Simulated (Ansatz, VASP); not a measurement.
## ZnIn: VASP beside Ansatz

Wanted: the spread between two codes on one cell, functional and k mesh. The cell is generated by rule, not measured, and may not be a known phase. Of the first pair: The two relaxations start from unlike cells of this crystal (the structure described is Ansatz's start), so only their ends are compared.

Main program and level: Ansatz 0.2.0; plane waves, with VASP 6.6.1 beside it; relaxation of cell and atoms at PBEsol.

## Step 1: Starting point

The structure is cubic, space group Fm-3m (No. 225). Conventional cell: a = 5.027 Å, b = 5.027 Å, c = 5.027 Å, α = 90.00°, β = 90.00°, γ = 90.00°. Nearest to In lie 6 Zn at 2.51 Å. Zn has 6 In at 2.51 Å nearest. Farther neighbours are not listed.

## Step 2: Ansatz: relaxation of cell and atoms, PBEsol, pair 1

Ansatz runs on its default PAW (the set named soft_2) files.

The relaxed volume is the usual yardstick between codes: in a stiff, nearly cubic crystal its relative difference is about their pressure difference at one cell divided by the bulk modulus.

File input.yaml:

```yaml
crystal:
  lattice:
    - [0.0, 2.51326, 2.51326]
    - [2.51326, 0.0, 2.51326]
    - [2.51326, 2.51326, 0.0]
  atoms:
    - { symbol: In, position: [0.0, 0.0, 0.0] }
    - { symbol: Zn, position: [0.5, 0.5, 0.5] }
kpoints:
  mp_grid: { grid: [8, 8, 8] }
hamiltonian:
  xc: pbesol
scf:
  occupations: { method: gaussian, width: 0.1 }
output:
  forces: true
  stress: true
  eigenvalues: true
relax:
  adjacent_minimum: "off"
  f_tol: 0.05
  max_steps: 80
  cell: { stress_tol: 0.5 }
```

The run is started by

```console
ansatz run input.yaml --threads 8 --pin off --max-ram 14336MiB --backend cpu --events-out ev --progress --plain --runs-dir out
```

Numbers of over 12 decimals in the logs are rounded to 6 here.

The program printed:

```text
The last accepted step is kept in <dir> (removed where the run ends without a failure and the disk answers)
Engine: ansatz 0.2.0, aarch64-unknown-linux-gnu
Pseudopotentials: kind: paw
Pseudopotential: In, paw, valence charge 13, recommended cutoff 420 eV (normal), In.paw.azcp
Pseudopotential: Zn, paw, valence charge 12, recommended cutoff 420 eV (normal), Zn.paw.azcp
Functional definition: PBEsol
  exchange = pbesol_x
  correlation = pbesol_c
Crystal: 2 atoms, lattice volume = 31.750 Å³
Basis set: ecut = 420 eV, 609 PW (Γ), exchange–correlation on 48×48×48 points (8 copies of the dense FFT grid, shifted against one another)
Bands: 17, of which v1, the nominal top of the filled ones, is band 13 counted from 1 (12 counted from 0)
Symmetry: 48 space group operations
Space group: Fm-3m (ITA 225), of the structure as read, at distance tolerance 3.2e-5 Å
k-points: 29 of 512
Non-local potential: In, projectors of the file, l = 0: 2, l = 1: 2, l = 2: 2, l = 3: 2
Non-local potential: Zn, projectors of the file, l = 0: 2, l = 1: 2, l = 2: 3, l = 3: 1
PAW form: soft (Blöchl's): semilocal exchange-correlation on the pseudo side does not see the compensation charge
PAW frozen core: In, regenerated for the run's functional, and the local potential with it (the file was generated under x = pbe(κ = 0.804, μ = 0.219515), c = pbe(β = 0.066725))
PAW frozen core: Zn, regenerated for the run's functional, and the local potential with it (the file was generated under x = pbe(κ = 0.804, μ = 0.219515), c = pbe(β = 0.066725))
PAW one-centre angular grid: In, 590 points (default); XC on 64 Gauss nodes
PAW one-centre angular grid: Zn, 590 points (default); XC on 64 Gauss nodes
Initial density: superposition of atomic densities (neutral atoms: chi_scale 0, normalization atom), corrected by the library's trained network
Initial wavefunctions: pseudopotential atomic-orbital guess
Functional: x = pbesol(κ = 0.804, μ = 0.123457), c = pbesol(β = 0.046)
SCF iter   1: F=—  HF=-8804.986346 eV  |F-HF|=—  |Δ(HF+E_count)|=         —  Δρ=4.26e-3  dr2=4.16e-3  ethr=1.77e-3  ⟨swp⟩=5.4  Hψ=2403  notcnv=0
preconditioner: auto → none  [insulator: Δε(μ)=0.379 eV  Ē_g=16.513 eV  σ=0.100 eV  W_gap=0.90  n_scr=14 (ndim 8)  ℏωp=33.0 eV  f_vac=0.000  D(μ)=0.70/eV (n_scr^D=0)  ε∞_Penn≈5.0]
SCF iter   2: F=—  HF=-8804.985214 eV  |F-HF|=—  |Δ(HF+E_count)|=   1.13e-3  Δρ=2.88e-3  dr2=1.33e-3  ethr=1.66e-5  ⟨swp⟩=2.5  Hψ=1132  notcnv=0  defer=7
SCF iter   3: F=—  HF=-8804.984564 eV  |F-HF|=—  |Δ(HF+E_count)|=   6.50e-4  Δρ=4.80e-4  dr2=6.17e-5  ethr=5.30e-6  ⟨swp⟩=2.0  Hψ=675  notcnv=0  defer=7
SCF iter   4: F=—  HF=-8804.984548 eV  |F-HF|=—  |Δ(HF+E_count)|=   1.53e-5  Δρ=1.37e-4  dr2=3.32e-6  ethr=2.47e-7  ⟨swp⟩=2.7  Hψ=829  notcnv=0  defer=7
iter 5 did not close the SCF: its close was put off for the readings that it lacked (scf_convergence_deferred on its scf_iter line)
SCF iter   5: F=-8804.984548 eV  HF=-8804.984548 eV  |F-HF|=4.29e-8  |Δ(HF+E_count)|=   1.39e-7  Δρ=1.81e-5  dr2=3.21e-8  ethr=1.33e-8  ⟨swp⟩=2.2  Hψ=625  notcnv=0  defer=7
SCF iter   6: F=-8804.984548 eV  HF=-8804.984548 eV  |F-HF|=1.55e-8  |Δ(HF+E_count)|=   5.90e-8  Δρ=6.26e-6  dr2=1.37e-8  ethr=1.28e-10  ⟨swp⟩=3.9  Hψ=2016  notcnv=0
SCF 1 converged in 6 iterations: F = -8804.984548 eV  dr2 = 1.37e-8
  greatest PAW one-centre occupation: 0.982 electrons in one spin orbital (limit 2), on the Zn atom at site 1 (counted from 0), in its partial waves of l = 2
relax step   1: F+E_penalty+E_count = -8804.98454827 eV  Δ(F+E_penalty+E_count) = +0.000e0 eV  max|allowed force component| = 2.347e-29 eV/Å  Δτ_max = 0.0000 Å  P = +35.596 GPa  Ω = 31.750 Å³  (6 SCF iters, dr2 threshold 1.00e-7 eV, accepted)
[...]
relax step   5: F+E_penalty+E_count = -8805.91548424 eV  Δ(F+E_penalty+E_count) = -1.183e-3 eV  max|allowed force component| = 8.651e-29 eV/Å  Δτ_max = 0.0000 Å  P = -0.025 GPa  Ω = 42.978 Å³  energy of the carried Pulay correction = -7.320e-3 eV  (5 SCF iters, dr2 threshold 2.00e-7 eV, accepted)
[...]
relax step   6: F+E_penalty+E_count = -8805.92831869 eV  Δ(F+E_penalty+E_count) = -1.283e-2 eV  max|allowed force component| = 3.340e-29 eV/Å  Δτ_max = 0.0000 Å  P = +0.503 GPa  Ω = 42.978 Å³  stress off target by 5.03e-1 GPa  SCF on the basis re-selected at this cell (its energy is not comparable with the rows above)  (6 SCF iters)
[...]
relax step   7: F+E_penalty+E_count = -8805.92884982 eV  Δ(F+E_penalty+E_count) = -5.311e-4 eV  max|allowed force component| = 1.413e-29 eV/Å  Δτ_max = 0.0000 Å  P = +0.091 GPa  Ω = 43.328 Å³  energy of the carried Pulay correction = -1.126e-4 eV  (4 SCF iters, dr2 threshold 2.00e-7 eV, accepted)
[...]
relax step   8: F+E_penalty+E_count = -8805.92896703 eV  Δ(F+E_penalty+E_count) = -1.172e-4 eV  max|allowed force component| = 1.593e-29 eV/Å  Δτ_max = 0.0000 Å  P = +0.090 GPa  Ω = 43.328 Å³  stress off target by 9.01e-2 GPa  SCF on the basis re-selected at this cell (its energy is not comparable with the rows above)  (4 SCF iters)
basis re-selected at this cell: Δ(F+E_penalty+E_count) = -1.172e-4 eV, ΔP = -0.001 GPa vs the last step (what re-selecting the basis moved, of the pressure what is left beyond the Pulay correction that the steps carried, after the strain that the cell walked since its last selection, with what the two solves' SCF thresholds leave and, on support functions, any second-order correction that the steps lacked; it is no m [...]
SCF converged after 4 iterations
Free energy (F): -8805.928967 eV
Harris-Foulkes:  -8805.928967 eV  (|F-HF|=2.88e-8)
Internal energy: -8805.923824 eV  (E = F + TS)
E sigma→0 (E₀):  -8805.926395 eV
Entropy (-TS):   -0.005143 eV (-2.572 meV/atom)
Fermi energy:    9.663394 eV
--- Per-component energies (eV) ---
  E_band       = 1.897618
  E_kinetic    = 373.368552
  E_local      = -2788.054291  (includes V_loc(G=0)·N_el)
  E_nonlocal   = 979.039985
  E_hartree    = 1140.366836
  E_xc         = -350.110194
  E_vxc        = -153.375068  (∫ρ·V_xc dr)
  E_paw        = -5869.332461  (= ΣΔE_a)
  E_vpaw       = -689.816822  (= ΣTr[D̂ρ^β])
  E_aug_tail   = -0.000352  (compensation charges beyond the density's cutoff)
  E_ewald      = -2292.235157
  E_core_change = 1.033257  (= ΣΔE_core)
  E_smearing   = -0.005143  (= −TS)
  E_closure    = -0.000000  (closes the sum)
  Σ components = -8805.928967   (vs F -8805.928967, Δ=0.00e0)
--- Forces (eV/Å), atoms counted from 1 ---
  atom   1  In    -0.00000000    -0.00000000     0.00000000
  atom   2  Zn     0.00000000    -0.00000000     0.00000000
  max |Σ_I F_I| component: 3.13e-29 eV/Å
--- Stress (GPa, compression-positive) ---
        0.090139       0.000000       0.000000
        0.000000       0.090139       0.000000
        0.000000       0.000000       0.090139
  P = ⅓ Tr σ = 0.0901 GPa (0.901 kbar)
--- Band table (eV; the first three rows and the last of 29) ---
  k-point 0: bands = [... 9 lower, 2.3040, 2.3040, 13.2388, 13.2388, 13.2388, 16.0766, 18.2832, 18.4443]
  k-point 1: bands = [... 9 lower, 2.2867, 2.2867, 11.3868, 13.2210, 13.2210, 16.5155, 17.9799, 18.1701]
  k-point 2: bands = [... 9 lower, 2.2925, 2.2925, 8.6559, 13.2717, 13.2717, 15.9560, 16.5793, 16.5793]
  k-point 28: bands = [... 9 lower, 2.3469, 5.9287, 6.4905, 7.4649, 7.4649, 16.3072, 16.4773, 18.5736]
--- Relaxed structure (6 steps of the walk, 6 accepted, 2 SCFs on fresh bases) ---
  F+E_penalty+E_count = -8805.92896703 eV   max|allowed force component| = 1.593e-29 eV/Å   (the final SCF, on the basis selected at the relaxed cell)
  cell:  # Å, volume = 43.3277 Å³
    - [0, 2.787695, 2.787695]
    - [2.787695, 0, 2.787695]
    - [2.787695, 2.787695, 0]
  atoms:
    - { symbol: In, position: [0, 0, 0] }
    - { symbol: Zn, position: [0.5, 0.5, 0.5] }
```

## Step 3: VASP: relaxation of cell and atoms, PBEsol, pair 1

Its own start cell and the same functional, mesh and smearing now go to VASP, with its own data sets.

Lines of VASP's logs that name or quote its potential files are left out, and so is its time.

File INCAR:

```
SYSTEM = ZnIn
PREC = Accurate
ENCUT = 500
EDIFF = 1E-07
NELM = 120
ISMEAR = 0
SIGMA = 0.1
LREAL = .FALSE.
ALGO = Normal
GGA = PS
NBANDS = 18
LORBIT = 11
LWAVE = .FALSE.
LCHARG = .FALSE.
ISIF = 3
IBRION = 2
NSW = 80
EDIFFG = -0.005
LASPH = .TRUE.
GGA_COMPAT = .FALSE.
NELMIN = 4
KPAR = 2
```

File POSCAR:

```
ZnIn
1.0
    0.0000000000      2.7866070203      2.7866070203
    2.7866070203      0.0000000000      2.7866070203
    2.7866070203      2.7866070203      0.0000000000
In Zn
1 1
Direct
    0.0000000000      0.0000000000      0.0000000000
    0.5000000000      0.5000000000      0.5000000000
```

File KPOINTS:

```
Automatic mesh
0
Gamma
8 8 8
0 0 0
```

The projector-augmented-wave data sets are In_d and Zn (PBE family, release 64).

The run is started by

```console
mpirun -np 2 vasp_std
```

The program printed:

```text
[banner, memory and clock lines left out]
running    2 mpi-ranks, on    1 nodes
 distrk:  each k-point on    1 cores,    2 groups
 distr:  one band on    1 cores,    1 groups

 POSCAR found type information on POSCAR InZn
 POSCAR found :  2 types and       2 ions
|                                                                             |
|               ----> ADVICE to this user running VASP <----                  |
|                                                                             |
|     You enforced a specific xc type in the INCAR file but a different       |
|     [... a line on the potential file left out ...]
|     I HOPE YOU KNOW WHAT YOU ARE DOING!                                     |
|                                                                             |

 LDA part: xc-table for (Slater+PW92), standard interpolation
 POSCAR, INCAR and KPOINTS ok, starting setup
 FFT: planning ... GRIDC
 FFT: planning ... GRID_SOFT
 FFT: planning ... GRID
 WAVECAR not read
 entering main loop
       N       E                     dE             d eps       ncg     rms          rms(c)
DAV:   1     0.157093902511E+03    0.15709E+03   -0.12197E+04  1044   0.188E+03
DAV:   2     0.441436715936E+01   -0.15268E+03   -0.15022E+03  1048   0.348E+02
DAV:   3    -0.418868106666E+01   -0.86030E+01   -0.85797E+01  1228   0.963E+01
DAV:   4    -0.436290857498E+01   -0.17423E+00   -0.17414E+00  1246   0.134E+01
DAV:   5    -0.437131421855E+01   -0.84056E-02   -0.84051E-02  1328   0.276E+00    0.358E+00
DAV:   6    -0.420614844568E+01    0.16517E+00   -0.79912E-01  1150   0.177E+01    0.212E+00
DAV:   7    -0.419303372721E+01    0.13115E-01   -0.52495E-02  1310   0.427E+00    0.104E+00
DAV:   8    -0.418896461853E+01    0.40691E-02   -0.72469E-03  1352   0.106E+00    0.184E-01
DAV:   9    -0.418870728643E+01    0.25733E-03   -0.75842E-04  1468   0.483E-01    0.848E-02
DAV:  10    -0.418869235483E+01    0.14932E-04   -0.90820E-05  1138   0.104E-01    0.167E-02
DAV:  11    -0.418869300076E+01   -0.64593E-06   -0.50808E-06  1752   0.308E-02    0.520E-03
DAV:  12    -0.418869319205E+01   -0.19129E-06   -0.45110E-07  1084   0.572E-03    0.256E-03
DAV:  13    -0.418869322069E+01   -0.28636E-07   -0.33442E-08   620   0.259E-03
   1 F= -.41886932E+01 E0= -.41861117E+01  d E =-.418869E+01
 curvature:   0.00 expect dE= 0.000E+00 dE for cont linesearch  0.000E+00
 trial: gam= 0.00000 g(F)=  0.288E-59 g(S)=  0.277E-03 ort = 0.000E+00 (trialstep = 0.100E+01)
 search vector abs. value=  0.277E-03
 bond charge predicted
       N       E                     dE             d eps       ncg     rms          rms(c)
DAV:   1    -0.419555826800E+01   -0.68651E-02   -0.11467E-01  1138   0.636E+00    0.550E-01
DAV:   2    -0.418967862765E+01    0.58796E-02   -0.18526E-02  1138   0.284E+00    0.181E-01
DAV:   3    -0.418899213815E+01    0.68649E-03   -0.11133E-03  1402   0.651E-01    0.786E-02
DAV:   4    -0.418886667302E+01    0.12547E-03   -0.10045E-04  1584   0.160E-01    0.465E-02
DAV:   5    -0.418883896522E+01    0.27708E-04   -0.22581E-05  1512   0.647E-02    0.105E-02
DAV:   6    -0.418883819717E+01    0.76805E-06   -0.22407E-06  1198   0.167E-02    0.348E-03
DAV:   7    -0.418883828140E+01   -0.84230E-07   -0.11768E-07   642   0.516E-03
   2 F= -.41888383E+01 E0= -.41862571E+01  d E =-.145061E-03
 trial-energy change:   -0.000145  1 .order   -0.000133   -0.000277    0.000010
 step:   0.9718(harm=  0.9650)  dis= 0.00000  next Energy=    -4.188838 (dE=-0.145E-03)
 reached required accuracy - stopping structural energy minimisation
```

OUTCAR, selected parts (step 3):

```text
ion  position               nearest neighbor table
   1  0.000  0.000  0.000-   2 2.79   2 2.79   2 2.79   2 2.79   2 2.79   2 2.79
   2  0.500  0.500  0.500-   1 2.79   1 2.79   1 2.79   1 2.79   1 2.79   1 2.79

  LATTYP: Found a face centered cubic cell.
 ALAT       =     5.5732140406

 Subroutine GETGRP returns: Found 48 space group operations
 (whereof 48 operations were pure point group operations)

The static configuration has the point symmetry O_h .

 Found     29 irreducible k-points:

   k-points           NKPTS =     29   k-points in BZ     NKDIM =     29   number of bands    NBANDS=     18

   dimension x,y,z NGX =    30 NGY =   30 NGZ =   30
   dimension x,y,z NGXF=    60 NGYF=   60 NGZF=   60

   ENCUT  =  500.0 eV  36.75 Ry    6.06 a.u.   7.19  7.19  7.19*2*pi/ulx,y,z

   NELECT =      25.0000    total number of electrons

 k-points in reciprocal lattice and weights: Automatic mesh
   0.00000000  0.00000000  0.00000000       0.002
   0.12500000  0.00000000  0.00000000       0.016
   0.25000000  0.00000000  0.00000000       0.016
   0.37500000  0.00000000  0.00000000       0.016
   0.50000000  0.00000000  0.00000000       0.008
   0.12500000  0.12500000  0.00000000       0.012
   0.25000000  0.12500000  0.00000000       0.047
   0.37500000  0.12500000  0.00000000       0.047
   0.50000000  0.12500000  0.00000000       0.047
[...]
-0.37500000  0.50000000  0.12500000       0.023
  -0.25000000  0.50000000  0.25000000       0.012

 average (electrostatic) potential at core
       1 -95.9234       2 -34.4169

 E-fermi :   5.2027

 k-point     1 :       0.0000    0.0000    0.0000
  band No.  band energies     occupation
    ...
      7      -2.1995      2.00000
      8      -2.1995      2.00000
      9      -2.1995      2.00000
     10      -2.1646      2.00000
     11      -2.1646      2.00000
     12       8.7753      0.00000
     13       8.7753      0.00000
     14       8.7753      0.00000
     15      11.5723      0.00000
     16      13.8470      0.00000
    ...

 k-point     2 :       0.1250    0.0000    0.0000
  band No.  band energies     occupation
    ...
      7      -2.2074      2.00000
      8      -2.2022      2.00000
      9      -2.2022      2.00000
     10      -2.1817      2.00000
     11      -2.1817      2.00000
     12       6.9216      0.00000
     13       8.7565      0.00000
     14       8.7565      0.00000
     15      12.0339      0.00000
     16      13.5119      0.00000
    ...

 k-point     3 :       0.2500    0.0000    0.0000
  band No.  band energies     occupation
    ...
      8      -2.2557      2.00000
      9      -2.2163      2.00000
     10      -2.1759      2.00000
     11      -2.1759      2.00000
     12       4.1954      2.00000
     13       8.8051      0.00000
     14       8.8051      0.00000
     15      11.4840      0.00000
     16      12.1099      0.00000
     17      12.1099      0.00000
    ...

  Total       -0.0022422     -0.0022422     -0.0022422     -0.0000000      0.0000000     -0.0000000
  in kB       -0.0826381     -0.0826381     -0.0826381     -0.0000000      0.0000000     -0.0000000
  external PRESSURE =      -0.0826381 kB  Pullay stress =       0.0000000 kB

  energy-cutoff  :      500.00
  volume of cell :       43.47
      direct lattice vectors                 reciprocal lattice vectors
     0.000000000  2.790762048  2.790762048    -0.179162534  0.179162534  0.179162534
     2.790762048  0.000000000  2.790762048     0.179162534 -0.179162534  0.179162534
     2.790762048  2.790762048 -0.000000000     0.179162534  0.179162534 -0.179162534

 POSITION                                       TOTAL-FORCE (eV/Angst)
 -----------------------------------------------------------------------------------
      2.79076      5.58152      2.79076        -0.000000      0.000000      0.000000
      2.79076      2.79076      2.79076         0.000000     -0.000000     -0.000000
 -----------------------------------------------------------------------------------
    total drift:                                0.000000     -0.000000      0.000000

  FREE ENERGIE OF THE ION-ELECTRON SYSTEM (eV)
  ---------------------------------------------------
  free  energy   TOTEN  =        -4.1888382814 eV

  energy  without entropy=       -4.1836758271  energy(sigma->0) =       -4.18625705

 reached required accuracy - stopping structural energy minimisation

 total charge
# of ion       s       p       d       tot
------------------------------------------
    1        0.964   0.594   9.852  11.409
    2        0.687   0.354   9.714  10.755
--------------------------------------------------
tot          1.651   0.948  19.566  22.165

[... 3 further parts left out ...]
```

This run has no spin polarisation. Its electron count is odd, so without a moment it is a metal by construction. The k-mesh is coarse for a metal. The run keeps the 48 symmetry operations of its start, so it cannot find a distortion of lower symmetry.

## Step 4: Comparison

Known differences besides the potentials themselves: the cutoff is 420 eV in Ansatz and 500 eV in VASP; Ansatz makes its cores anew for this functional, VASP keeps those of its PBE data sets; Ansatz adds a Pulay correction to the stress that steers its cell, VASP none. Total energies have different zeros and are not compared.

Compared:

```csv
quantity,Ansatz,VASP,difference
volume (Å³),43.33,43.47,-0.33 %
"edge a after relaxation, in the typed setting (Å)",3.942,3.947,-0.11 %
```

## Step 5: Ansatz: relaxation of cell and atoms, PBEsol, pair 2

The relaxed volume is the usual yardstick between codes: in a stiff, nearly cubic crystal its relative difference is about their pressure difference at one cell divided by the bulk modulus. Its start cell is another than that of the pair before, and may be another structure of the material.

The cell is taken from a series of runs on this material, whose earlier steps may have relaxed, scaled, displaced or heated it; both programs get it as it stands.

input.yaml, the sections that differ from step 2:

```yaml
crystal:
  lattice:
    - [0.0, 2.7876953275, 2.7876953275]
    - [2.7876953275, 0.0, 2.7876953275]
    - [2.7876953275, 2.7876953275, 0.0]
  atoms:
    - { symbol: In, position: [0.0, 0.0, 0.0] }
    - { symbol: Zn, position: [0.5, 0.5, 0.5] }
kpoints:
  mp_grid: { grid: [14, 14, 14] }
relax:
  adjacent_minimum: "off"
  f_tol: 0.005
  max_steps: 80
  cell: { stress_tol: 0.05 }
# hamiltonian, scf, output: as in step 2
```

The run is started by

```console
ansatz run input.yaml --threads 8 --pin off --max-ram 14336MiB --backend cpu --events-out ev --progress --plain --runs-dir out
```

The program printed:

```text
[...]
Crystal: 2 atoms, lattice volume = 43.328 Å³
Basis set: ecut = 420 eV, 869 PW (Γ), exchange–correlation on 54×54×54 points (8 copies of the dense FFT grid, shifted against one another)
Bands: 17, of which v1, the nominal top of the filled ones, is band 13 counted from 1 (12 counted from 0)
Symmetry: 48 space group operations
[...]
k-points: 104 of 2744
[...]
k-point 103: bands = [... 9 lower, 2.2601, 5.7195, 6.5504, 7.0458, 7.7513, 15.1693, 17.3380, 17.5510]
--- Relaxed structure (3 steps of the walk, 3 accepted, 1 SCFs on fresh bases) ---
[...]
cell:  # Å, volume = 43.6738 Å³
    - [0, 2.795097, 2.795097]
    - [2.795097, 0, 2.795097]
    - [2.795097, 2.795097, 0]
  atoms:
    - { symbol: In, position: [0, 0, 0] }
    - { symbol: Zn, position: [0.5, 0.5, 0.5] }
[key lines of the parts left out:]
SCF converged after 6 iterations
Free energy (F): -8805.915111 eV
Fermi energy:    9.431264 eV
P = ⅓ Tr σ = -0.0010 GPa (-0.010 kbar)
```

[end of part 1 of 2]

[Lines on the potential files, build, host, timing and source positions are cut from VASP's logs without a mark.]

[Logs are printed without paths, hosts, clocks, repeated set-up lines and the standing remarks that a program may print on its own settings, such as how far it seeks lower states.]

[Hosts, paths, dates, database ids (printed as entryN), source tags and the programs' standing remarks are cut or masked in the printed files.]
